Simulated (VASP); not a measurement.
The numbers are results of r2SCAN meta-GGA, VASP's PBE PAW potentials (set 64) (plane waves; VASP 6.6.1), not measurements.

VASP ran on this input.

**INCAR**
```
# general
SYSTEM  = GeMo
PREC    = Accurate
ENCUT   = 400
LREAL   = .FALSE.
LASPH   = .TRUE.

# electronic loop
EDIFF   = 1E-7
NELM    = 100
ALGO    = Normal
LMAXMIX = 4
LMIXTAU = .TRUE.

# smearing
ISMEAR  = -5

# functional
METAGGA = R2SCAN

# ions
ISIF    = 2

# output
LWAVE   = .FALSE.
LCHARG  = .FALSE.
LORBIT  = 11
NEDOS   = 601
```

File KPOINTS:
```
Automatic mesh
0
G
 15 15 12
```

### KPOINTS_OPT
```
k-points along high-symmetry lines
6
Line-mode
Reciprocal
  0.000000   0.000000   0.000000 ! GAMMA
  0.500000   0.000000   0.000000 ! M

  0.500000   0.000000   0.000000 ! M
  0.333333   0.333333   0.000000 ! K

  0.333333   0.333333   0.000000 ! K
  0.000000   0.000000   0.000000 ! GAMMA

  0.000000   0.000000   0.000000 ! GAMMA
  0.000000   0.000000   0.500000 ! A

  0.000000   0.000000   0.500000 ! A
  0.500000   0.000000   0.500000 ! L

  0.500000   0.000000   0.500000 ! L
  0.333333   0.333333   0.500000 ! H

  0.333333   0.333333   0.500000 ! H
  0.000000   0.000000   0.500000 ! A

  0.500000   0.000000   0.500000 ! L
  0.500000   0.000000   0.000000 ! M

  0.333333   0.333333   0.500000 ! H
  0.333333   0.333333   0.000000 ! K
```

File POSCAR:
```
GeMo
1
    3.2071497922     0.0000000497     0.0000000000
   -1.6035753078     2.7774734810     0.0000000000
    0.0000000000     0.0000000000     3.5495022655
Mo Ge
1 1
Direct
  0.0000000000   0.0000000000   0.0000000000
  0.6666670000   0.3333330000   0.5000000000
```

POTCAR, in this order: Mo_sv Ge_d (PBE.64 set). Program: vasp_std.

**Question.** What does the run give for the energy per atom (σ→0), band gap (over mesh and band path)?

**Answer.** 
| Item | Value |
|---|---|
| energy per atom (σ→0) | -20.010 eV/atom |
| band gap (over mesh and band path) | none (metal, semimetal or under 0.01 eV) |

**OSZICAR**
```
...
DAV:  16    -0.400191092961E+02    0.50205E-05   -0.29471E-07  5462   0.718E-03    0.483E-04
DAV:  17    -0.400191113578E+02   -0.20618E-05   -0.18742E-07  5352   0.427E-03    0.188E-04
DAV:  18    -0.400191104159E+02    0.94200E-06   -0.11576E-08  3482   0.130E-03    0.647E-05
DAV:  19    -0.400191108550E+02   -0.43910E-06   -0.16874E-09  3476   0.555E-04    0.437E-05
DAV:  20    -0.400191107224E+02    0.13258E-06   -0.55965E-10  3474   0.298E-04    0.171E-05
DAV:  21    -0.400191108078E+02   -0.85377E-07   -0.15145E-10  3464   0.161E-04
   1 F= -.40019111E+02 E0= -.40019111E+02  d E =0.000000E+00
       N       E                     dE             ncg
```

The structure was generated: GeMo was put into the WC type (P-6m2), which need not be its known phase. It was relaxed first, which changed the volume by -15 %.
